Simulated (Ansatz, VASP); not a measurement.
# InSe: VASP beside Ansatz

One calculation is typed for both programs; each brings its own data sets. How far apart do they land? The cell is taken from a series of runs on this material, whose earlier steps may have relaxed, scaled, displaced or heated it; both programs get it as it stands. Other levels of theory on this material are compared in a session of their own.

Program: Ansatz 0.2.0. Level of theory: plane waves, with VASP 6.6.1 beside it; r2SCAN. Results are calculated unless marked as measured.

**1. The starting structure**

It takes space group P6_3/mmc (No. 194, hexagonal). Conventional cell: a = 4.027 Å, b = 4.027 Å, c = 16.795 Å, α = 90.00°, β = 90.00°, γ = 120.00°. Nearest to In lie 3 Se at 2.66 Å and 1 In at 2.79 Å. Nearest to Se lie 3 In at 2.66 Å. Farther neighbours and most contacts between anions are not listed.

**2. Ansatz: single point, r2SCAN**

Ansatz runs on its PAW soft_1 files.

With cell and atoms fixed, the geometry can't cause a difference; cores, projectors, grids and the points listed under the comparison can.

input.yaml

```yaml
crystal:
  lattice:
    - [4.0275, 0.0, 0.0]
    - [-2.01375, 3.487917, 0.0]
    - [0.0, 0.0, 16.795]
  atoms:
    - { symbol: In, position: [0.3333333333, 0.6666666667, 0.1668643278] }
    - { symbol: In, position: [0.6666666667, 0.3333333333, 0.6668643278] }
    - { symbol: In, position: [0.3333333333, 0.6666666667, 0.3331356722] }
    - { symbol: In, position: [0.6666666667, 0.3333333333, 0.8331356722] }
    - { symbol: Se, position: [0.3333333333, 0.6666666667, 0.590195682] }
    - { symbol: Se, position: [0.6666666667, 0.3333333333, 0.090195682] }
    - { symbol: Se, position: [0.3333333333, 0.6666666667, 0.909804318] }
    - { symbol: Se, position: [0.6666666667, 0.3333333333, 0.409804318] }
kpoints:
  mp_grid: { grid: [6, 6, 2] }
  band_path:
    path:
      - [0.0, 0.0, 0.0]
      - [0.50000002, -2.0e-08, 0.0]
      - [0.33333334, 0.3333333, 0.0]
      - [0.0, 0.0, 0.5]
      - [0.50000002, -2.0e-08, 0.5]
      - [0.33333334, 0.3333333, 0.5]
    npoints: 1
hamiltonian:
  xc: r2scan
  pseudopotentials: { kind: paw, azcp: { folder: soft_1 } }
scf:
  occupations: { method: fixed }
  n_extra_bands: 6
output:
  eigenvalues: true
```

Run with:

```
$ ansatz run input.yaml --threads 24 --pin off --max-ram 82944MiB --backend cuda --events-out ev --progress --plain --runs-dir out --devices 1 --max-vram 78GiB
```

Numbers of over 12 decimals in the logs are rounded to 6 here.

What it wrote:

```text
scf.n_extra_bands = 6 over 58 filled bands (N_el = 116.0): the run solves 64 bands
GPUs: using 1 of 1 available (devices: 1).
Engine: ansatz 0.2.0, aarch64-unknown-linux-gnu
Pseudopotentials: kind: paw
Pseudopotential: In, paw, valence charge 13, recommended cutoff 500 eV (meta_gga), soft_1/In.paw.azcp
Pseudopotential: Se, paw, valence charge 16, recommended cutoff 500 eV (meta_gga), soft_1/Se.paw.azcp
Functional definition: r2SCAN
  parameter k0 = 0.174
  parameter k1 = 0.065
  parameter a1 = 4.9479
  exchange = r2scan_x(k0 = k0, k1 = k1, a1 = a1)
  correlation = r2scan_c
device memory: the entry about to start is reckoned to put 12.4 GiB on a device that reports 169.3 GiB free (of which the cap on the GPU budget leaves the run 78.0 GiB)
GPU FFT provider: cuFFT
GPU libraries: cuBLAS 13.8.1, cuFFT 12.4.0, cuSOLVER 12.3.2
GPU matrix products: emulated (plane waves: as basis.precision tells), large ones in fixed point in workspaces of 1.00 GiB
Crystal: 8 atoms, lattice volume = 235.929 Å³
Basis set: ecut = 500 eV, 6007 PW (Γ), exchange–correlation on 120×120×500 points (64 copies of the dense FFT grid, shifted against one another)
Bands: 64, of which v1, the nominal top of the filled ones, is band 58 counted from 1 (57 counted from 0)
Symmetry: 24 space group operations
Space group: P63/mmc (ITA 194), of the structure as read, at distance tolerance 6.2e-5 Å
k-points: 14 of 72
Non-local potential: In, projectors of the file, l = 0: 2, l = 1: 2, l = 2: 2, l = 3: 1
Non-local potential: Se, projectors of the file, l = 0: 2, l = 1: 2, l = 2: 3, l = 3: 1
PAW form: soft (Blöchl's): semilocal exchange-correlation on the pseudo side does not see the compensation charge
PAW frozen core: In, regenerated for the run's functional (the file was generated under x = pbe(κ = 0.804, μ = 0.219515), c = pbe(β = 0.066725))
PAW frozen core: Se, regenerated for the run's functional (the file was generated under x = pbe(κ = 0.804, μ = 0.219515), c = pbe(β = 0.066725))
PAW one-centre angular grid: In, 590 points (default); XC on 160 Gauss nodes
PAW one-centre angular grid: Se, 590 points (default); XC on 160 Gauss nodes
Initial density: superposition of atomic densities (chi_scale 0.1, normalization cell, long waves kept (reshape's long-wave potential 0.69 eV rms))
Initial wavefunctions: pseudopotential atomic-orbital guess
GPU buffer pool allocated for 112500 grid points (all kernels)
GPU transforms: local potential and band sums: pruned to the plane-wave sphere, on 30×30×125
Functional: x = r2scan, c = r2scan; τ floored in thin density (d = 2e-4 eV/Å³)
SCF iter   1: F=—  HF=-44369.531615 eV  |F-HF|=—  |Δ(HF+E_count)|=         —  Δρ=4.83e-2  dr2=2.32e1  dr2_τ=9.78e-2  ethr=3.10e-3  ⟨swp⟩=4.6  Hψ=3206  notcnv=0  defer=43
preconditioner: auto → Resta (q_TF=auto, 2.424 Å⁻¹)  ε∞=3.3  [insulator: Δε(μ)=0.403 eV  Ē_g=13.968 eV  n_scr=66 (ndim 8)  ℏωp=21.1 eV  f_vac=0.032  ε∞_Penn≈3.3]
SCF iter   2: F=—  HF=-44365.539918 eV  |F-HF|=—  |Δ(HF+E_count)|=    3.99e0  Δρ=2.03e-2  dr2=7.43e-1  dr2_τ=7.71e-2  ethr=3.10e-3  ⟨swp⟩=3.6  Hψ=1743  notcnv=0  defer=47
SCF iter   3: F=—  HF=-44365.481493 eV  |F-HF|=—  |Δ(HF+E_count)|=   5.84e-2  Δρ=1.14e-2  dr2=2.52e-1  dr2_τ=2.69e-3  ethr=6.40e-4  ⟨swp⟩=3.0  Hψ=1938  notcnv=0  defer=50
SCF iter   4: F=—  HF=-44365.467615 eV  |F-HF|=—  |Δ(HF+E_count)|=   1.39e-2  Δρ=1.79e-3  dr2=1.44e-2  dr2_τ=2.80e-4  ethr=2.17e-4  ⟨swp⟩=3.6  Hψ=1730  notcnv=0  defer=49
SCF iter   5: F=—  HF=-44365.463887 eV  |F-HF|=—  |Δ(HF+E_count)|=   3.73e-3  Δρ=7.92e-4  dr2=1.62e-3  dr2_τ=2.11e-5  ethr=1.25e-5  ⟨swp⟩=2.9  Hψ=1734  notcnv=0  defer=56
SCF iter   6: F=—  HF=-44365.464648 eV  |F-HF|=—  |Δ(HF+E_count)|=   7.61e-4  Δρ=1.15e-4  dr2=4.07e-5  dr2_τ=6.20e-7  ethr=1.40e-6  ⟨swp⟩=2.0  Hψ=1148  notcnv=0  defer=56
SCF iter   7: F=—  HF=-44365.464760 eV  |F-HF|=—  |Δ(HF+E_count)|=   1.12e-4  Δρ=3.58e-5  dr2=3.88e-6  dr2_τ=9.10e-8  ethr=3.50e-8  ⟨swp⟩=2.0  Hψ=1406  notcnv=0  defer=34
SCF iter   8: F=—  HF=-44365.464763 eV  |F-HF|=—  |Δ(HF+E_count)|=   2.35e-6  Δρ=1.23e-5  dr2=3.58e-7  dr2_τ=9.25e-9  ethr=3.34e-9  ⟨swp⟩=2.0  Hψ=1400  notcnv=0  defer=34
SCF iter   9: F=-44365.464763 eV  HF=-44365.464763 eV  |F-HF|=1.05e-8  |Δ(HF+E_count)|=   1.17e-7  Δρ=3.42e-6  dr2=3.03e-8  dr2_τ=5.23e-10  ethr=8.62e-11  ⟨swp⟩=10.1  Hψ=3754  notcnv=0
SCF 1 converged in 9 iterations: F = -44365.464763 eV  dr2 = 3.03e-8
  greatest PAW one-centre occupation: 1.000 electrons in one spin orbital (limit 2), on the Se atom at site 7 (counted from 0), in its partial waves of l = 2
device memory: the entry about to start is reckoned to put 4.6 GiB on a device that reports 169.1 GiB free (of which the cap on the GPU budget leaves the run 78.0 GiB)
NSCF: frozen V_eff on 6 k-points
SCF converged after 9 iterations
Free energy (F): -44365.464763 eV
Harris-Foulkes:  -44365.464763 eV  (|F-HF|=1.05e-8)
Internal energy: -44365.464763 eV  (E = F + TS)
E sigma→0 (E₀):  -44365.464763 eV
Fermi energy:    6.788665 eV
--- Per-component energies (eV) ---
  E_band       = -1936.066751
  E_kinetic    = 1314.848313
  E_local      = -16503.006815  (includes V_loc(G=0)·N_el)
  E_nonlocal   = -106.465231
  E_hartree    = 8015.005109
  E_xc         = -848.419247
  E_vxc        = -765.279400  (∫ρ·V_xc dr)
  E_paw        = -25510.772289  (= ΣΔE_a)
  E_vpaw       = -1951.857097  (= ΣTr[D̂ρ^β])
  E_aug_tail   = -0.000359  (compensation charges beyond the density's cutoff)
  E_vtau       = 45.688473  (kinetic-family band-sum trace: ∫τ·v_τ [+ j·A + Jᵃ·Aᵃ] dr)
  E_ewald      = -10723.457403
  E_core_change = -3.196842  (= ΣΔE_core)
  E_smearing   = -0.000000  (= −TS)
  E_closure    = -0.000000  (closes the sum)
  Σ components = -44365.464763   (vs F -44365.464763, Δ=0.00e0)
--- Band table (eV; the first three rows and the last of 14) ---
  k-point 0: bands = [... 54 lower, 5.5705, 5.6487, 5.6487, 6.7887, 7.6053, 8.8857, 9.3927, 9.4077, ... 2 higher]
  k-point 1: bands = [... 54 lower, 5.6162, 5.6162, 5.9442, 5.9442, 8.3703, 8.3703, 9.4065, 9.4065, ... 2 higher]
  k-point 2: bands = [... 54 lower, 5.2820, 5.3990, 5.7056, 6.5436, 8.7695, 9.2748, 9.7781, 10.1038, ... 2 higher]
  k-point 13: bands = [... 54 lower, 4.3299, 4.3299, 5.1919, 5.1919, 8.7500, 8.7500, 9.4195, 9.4195, ... 2 higher]
```

The column dr2 measures how far the density is from self-consistency, as an energy; F and HF (Harris–Foulkes) agree once it is small.

**3. VASP: single point, r2SCAN**

The same cell, functional and mesh now go to VASP, with its own data sets.

Lines of VASP's logs that name or quote its potential files are left out, and so is its time.

INCAR

```
SYSTEM = InSe
PREC = Accurate
ENCUT = 440
EDIFF = 1E-06
NELM = 120
ISMEAR = 0
SIGMA = 0.01
LREAL = .FALSE.
ALGO = Normal
METAGGA = R2SCAN
LASPH = .TRUE.
NBANDS = 47
LORBIT = 11
LWAVE = .FALSE.
LCHARG = .FALSE.
ISIF = 2
GGA_COMPAT = .FALSE.
EFERMI = MIDGAP
LMIXTAU = .TRUE.
KPAR = 2
```

POSCAR

```
InSe
1.0
    4.0275000000      0.0000000000      0.0000000000
   -2.0137500000      3.4879170000      0.0000000000
    0.0000000000      0.0000000000     16.7950000000
In Se
4 4
Direct
    0.3333333334      0.6666666668      0.1668643278
    0.6666666668      0.3333333334      0.6668643278
    0.3333333334      0.6666666668      0.3331356722
    0.6666666668      0.3333333334      0.8331356722
    0.3333333334      0.6666666668      0.5901956820
    0.6666666668      0.3333333334      0.0901956820
    0.3333333334      0.6666666668      0.9098043180
    0.6666666668      0.3333333334      0.4098043180
```

KPOINTS

```
Automatic mesh
0
Gamma
6 6 2
0 0 0
```

Potentials, in the order of the species: In_d and Se (PBE family, release 64).

Run with:

```
$ mpirun -np 2 vasp_std
```

What it wrote:

```text
[banner, memory and clock lines left out]
running    2 mpi-ranks, on    1 nodes
 distrk:  each k-point on    1 cores,    2 groups
 distr:  one band on    1 cores,    1 groups

 POSCAR found type information on POSCAR InSe
 POSCAR found :  2 types and       8 ions
|                                                                             |
|               ----> ADVICE to this user running VASP <----                  |
|                                                                             |
|     You enforced a specific xc type in the INCAR file but a different       |
|     [... a line on the potential file left out ...]
|     I HOPE YOU KNOW WHAT YOU ARE DOING!                                     |
|                                                                             |

 LDA part: xc-table for (None), standard interpolation
 POSCAR, INCAR and KPOINTS ok, starting setup
 FFT: planning ... GRIDC
 FFT: planning ... GRID_SOFT
 FFT: planning ... GRID
 WAVECAR not read
 entering main loop
       N       E                     dE             d eps       ncg     rms          rms(c)
DAV:   1     0.615909192337E+03    0.61591E+03   -0.31814E+04  1316   0.165E+03
DAV:   2    -0.553079439568E+02   -0.67122E+03   -0.65206E+03  1323   0.439E+02
DAV:   3    -0.160926098126E+03   -0.10562E+03   -0.10235E+03  1606   0.192E+02
DAV:   4    -0.167387909715E+03   -0.64618E+01   -0.64212E+01  1576   0.473E+01
DAV:   5    -0.167628577513E+03   -0.24067E+00   -0.24054E+00  1704   0.894E+00    0.132E+01
DAV:   6    -0.161062083291E+03    0.65665E+01   -0.58649E+00  1754   0.391E+01    0.702E+00
DAV:   7    -0.155243940700E+03    0.58181E+01   -0.14620E+00  1396   0.885E+00    0.238E+00
DAV:   8    -0.159992053395E+03   -0.47481E+01   -0.97390E-01  1460   0.877E+00    0.113E+00
DAV:   9    -0.156850633101E+03    0.31414E+01   -0.25398E-01  1548   0.435E+00    0.690E-01
DAV:  10    -0.153413715483E+03    0.34369E+01   -0.55513E-01  1435   0.367E+00    0.521E-01
DAV:  11    -0.154745743173E+03   -0.13320E+01   -0.24595E-01  1316   0.288E+00    0.335E-01
DAV:  12    -0.154459567432E+03    0.28618E+00   -0.12718E-01  1424   0.268E+00    0.276E-01
DAV:  13    -0.153902000791E+03    0.55757E+00   -0.50162E-02  1421   0.160E+00    0.162E-01
DAV:  14    -0.152187775437E+03    0.17142E+01   -0.26462E-01  1337   0.275E+00    0.244E-01
[...]
DAV:  43    -0.152904839642E+03   -0.71763E-04   -0.40526E-05  1552   0.477E-02    0.272E-01
DAV:  44    -0.152905290246E+03   -0.45060E-03   -0.22555E-04  1476   0.105E-01    0.259E-01
DAV:  45    -0.152905356114E+03   -0.65869E-04   -0.10171E-04  1674   0.808E-02    0.200E-01
DAV:  46    -0.152905482928E+03   -0.12681E-03   -0.55472E-05  1559   0.418E-02    0.164E-01
DAV:  47    -0.152905512581E+03   -0.29653E-04   -0.29230E-05  1433   0.388E-02    0.117E-01
DAV:  48    -0.152905559447E+03   -0.46866E-04   -0.50234E-05  1402   0.443E-02    0.516E-02
DAV:  49    -0.152905555771E+03    0.36764E-05   -0.14835E-05  1653   0.360E-02    0.338E-02
DAV:  50    -0.152905555465E+03    0.30622E-06   -0.76178E-06  1068   0.236E-02
   1 F= -.15290556E+03 E0= -.15290556E+03  d E =0.000000E+00
```

OUTCAR, selected parts (step 3):

```text
ion  position               nearest neighbor table
   1  0.333  0.667  0.167-   6 2.66   6 2.66   6 2.66   3 2.79
   2  0.667  0.333  0.667-   5 2.66   5 2.66   5 2.66   4 2.79
   3  0.333  0.667  0.333-   8 2.66   8 2.66   8 2.66   1 2.79
   4  0.667  0.333  0.833-   7 2.66   7 2.66   7 2.66   2 2.79
   5  0.333  0.667  0.590-   2 2.66   2 2.66   2 2.66
   6  0.667  0.333  0.090-   1 2.66   1 2.66   1 2.66
   7  0.333  0.667  0.910-   4 2.66   4 2.66   4 2.66
   8  0.667  0.333  0.410-   3 2.66   3 2.66   3 2.66

  LATTYP: Found a hexagonal cell.
 ALAT       =     4.0275000000
 C/A-ratio  =     4.1700806952

 Subroutine GETGRP returns: Found 24 space group operations
 (whereof 12 operations were pure point group operations)

The static configuration has the point symmetry D_3d.
 The point group associated with its full space group is D_6h.

 Found     14 irreducible k-points:

   k-points           NKPTS =     14   k-points in BZ     NKDIM =     14   number of bands    NBANDS=     47

   dimension x,y,z NGX =    28 NGY =   28 NGZ =  120
   dimension x,y,z NGXF=    56 NGYF=   56 NGZF=  240

   ENCUT  =  440.0 eV  32.34 Ry    5.69 a.u.   6.89  6.89 28.73*2*pi/ulx,y,z

   NELECT =      76.0000    total number of electrons

 k-points in reciprocal lattice and weights: Automatic mesh
   0.00000000  0.00000000  0.00000000       0.014
   0.16666667  0.00000000  0.00000000       0.083
   0.33333333  0.00000000  0.00000000       0.083
   0.50000000  0.00000000  0.00000000       0.042
   0.16666667  0.16666667  0.00000000       0.083
   0.33333333  0.16666667  0.00000000       0.167
   0.33333333  0.33333333  0.00000000       0.028
   0.00000000  0.00000000  0.50000000       0.014
   0.16666667  0.00000000  0.50000000       0.083
[...]
0.33333333  0.16666667  0.50000000       0.167
   0.33333333  0.33333333  0.50000000       0.028

 average (electrostatic) potential at core
       1-102.9215       2-102.9215       3-102.9215       4-102.9215       5 -58.5606
       6 -58.5606       7 -58.5606       8 -58.5606

 E-fermi :   4.1823

 k-point     1 :       0.0000    0.0000    0.0000
  band No.  band energies     occupation
    ...
     34       2.5529      2.00000
     35       2.5529      2.00000
     36       2.6314      2.00000
     37       2.6314      2.00000
     38       3.7775      2.00000
     39       4.5871      0.00000
     40       5.8675      0.00000
     41       6.3707      0.00000
     42       6.3864      0.00000
     43       8.3280      0.00000
    ...

 k-point     2 :       0.1667    0.0000    0.0000
  band No.  band energies     occupation
    ...
     34       2.1156      2.00000
     35       2.2640      2.00000
     36       2.3813      2.00000
     37       2.6925      2.00000
     38       3.5325      2.00000
     39       5.7547      0.00000
     40       6.2604      0.00000
     41       6.7584      0.00000
     42       7.0836      0.00000
     43       7.7275      0.00000
    ...

 k-point     3 :       0.3333    0.0000    0.0000
  band No.  band energies     occupation
    ...
     34       1.7550      2.00000
     35       1.8325      2.00000
     36       1.9296      2.00000
     37       2.5399      2.00000
     38       2.7237      2.00000
     39       5.5193      0.00000
     40       5.7270      0.00000
     41       6.2100      0.00000
     42       6.2151      0.00000
     43       7.6803      0.00000
    ...

  Total        0.3857306      0.3857305      0.4616746      0.0000000      0.0000000      0.0000000
  in kB        2.6194671      2.6194667      3.1351973      0.0000000      0.0000000      0.0000000
  external PRESSURE =       2.7913770 kB  Pullay stress =       0.0000000 kB

  energy-cutoff  :      440.00
  volume of cell :      235.93
      direct lattice vectors                 reciprocal lattice vectors
     4.027500000  0.000000000  0.000000000     0.248292986  0.143352035  0.000000000
    -2.013750000  3.487917000  0.000000000     0.000000000  0.286704070  0.000000000
     0.000000000  0.000000000 16.795000000     0.000000000  0.000000000  0.059541530

 POSITION                                       TOTAL-FORCE (eV/Angst)
 -----------------------------------------------------------------------------------
      0.00000      2.32528      2.80249         0.000000     -0.000000     -0.130775
      2.01375      1.16264     11.19999        -0.000000      0.000000     -0.130775
      0.00000      2.32528      5.59501         0.000000     -0.000000      0.130775
      2.01375      1.16264     13.99251        -0.000000      0.000000      0.130775
      0.00000      2.32528      9.91234         0.000000     -0.000000      0.227700
      2.01375      1.16264      1.51484        -0.000000      0.000000      0.227700
      0.00000      2.32528     15.28016         0.000000     -0.000000     -0.227700
      2.01375      1.16264      6.88266        -0.000000      0.000000     -0.227700
 -----------------------------------------------------------------------------------
    total drift:                               -0.000000     -0.000000      0.000000

  FREE ENERGIE OF THE ION-ELECTRON SYSTEM (eV)
  ---------------------------------------------------
  free  energy   TOTEN  =      -152.9055554648 eV

  energy  without entropy=     -152.9055554648  energy(sigma->0) =     -152.90555546

 total charge
# of ion       s       p       d       tot
------------------------------------------
    1        0.848   0.688   9.883  11.420
    2        0.848   0.688   9.883  11.420
    3        0.848   0.688   9.883  11.420
    4        0.848   0.688   9.883  11.420
    5        1.468   2.382   0.023   3.873
    6        1.468   2.382   0.023   3.873
    7        1.468   2.382   0.023   3.873
    8        1.468   2.382   0.023   3.873
--------------------------------------------------
tot          9.266  12.279  39.624  61.170

[... 3 further parts left out ...]
```

The run ends at a pressure of 0.28 GPa, with forces up to 0.23 eV/Å.

**4. Side by side**

Known differences besides the potentials themselves: VASP keeps PBE cores, Ansatz makes them for the functional; fixed occupations in Ansatz, narrow Gaussian smearing in VASP; the data sets hold 116 valence electrons in Ansatz (on its PAW soft_1 files) and 76 in VASP; the cutoff is 500 eV in Ansatz and 440 eV in VASP. Total energies have different zeros and are not compared.

The two programs side by side:

```tsv
quantity	Ansatz	VASP	difference
gap on the k mesh (eV)	0.817	0.810	+0.007
```

A gap on the mesh is an upper bound, since the band edges may lie between its points. VASP's last cycles still show a density residual of 3e-03, so its state may not be settled.

**5. What came out**

```
difference in gap on the k mesh (single point, r2SCAN) : 0.0070 eV
```

The difference in gap on the k mesh is 0.0070 eV (single point, r2SCAN), within the 0.08 eV picked in this series as the mark of a large difference. The data sets hold unlike numbers of valence electrons (116 in Ansatz and 76 in VASP), so part of the differences may come from the potentials. 3 further pairs of this series are not shown here. Such differences can come from data sets, numerical settings and the points named under the comparisons, not from the functional's error against experiment.

[Lines on the potential files, build, host, timing and source positions are cut from VASP's logs without a mark.]

[Logs are printed without paths, hosts, clocks, repeated set-up lines and the standing remarks that a program may print on its own settings, such as how far it seeks lower states.]

[Hosts, paths, dates, database ids (printed as entryN), source tags and the programs' standing remarks are cut or masked in the printed files.]
